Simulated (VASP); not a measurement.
**Ag3Pd (space group I4/mmm): computed properties**

All values below come from PBEsol GGA, VASP's PBE PAW potentials (set 64) (plane waves; VASP).

```json
{
  "space_group": "I4/mmm (139)",
  "cell": "a = b = 4.016 Å, c = 7.921 Å, α = β = γ = 90.00°",
  "volume_per_atom": "15.97 Å³/atom",
  "band gap (over mesh and band path)": "none (metal, semimetal or under 0.01 eV)",
  "band_gap_with_spin_orbit_coupling": "none (metallic)",
  "density": "11.18 g/cm³"
}
```

```cif
data_Ag3Pd
_chemical_formula_sum 'Ag3 Pd1'
_space_group_name_H-M_alt 'P 1'
_space_group_IT_number 1
_cell_length_a 4.87340
_cell_length_b 4.87340
_cell_length_c 4.87340
_cell_angle_alpha 131.334
_cell_angle_beta 131.334
_cell_angle_gamma 71.283
loop_
_space_group_symop_operation_xyz
  'x, y, z'
loop_
_atom_site_label
_atom_site_type_symbol
_atom_site_fract_x
_atom_site_fract_y
_atom_site_fract_z
_atom_site_occupancy
Ag1 Ag 0.75000 0.25000 0.50000 1
Ag2 Ag 0.25000 0.75000 0.50000 1
Ag3 Ag 0.50000 0.50000 0.00000 1
Pd1 Pd 0.00000 0.00000 0.00000 1
```

The structure comes from a computed database's Ag3Pd entry (I4/mmm); how it stands against other phases isn't given here. It was relaxed first. Symmetry was kept, so distortions that lower it aren't found. The electron count is odd and the run is not spin-polarised, which forces a metal.
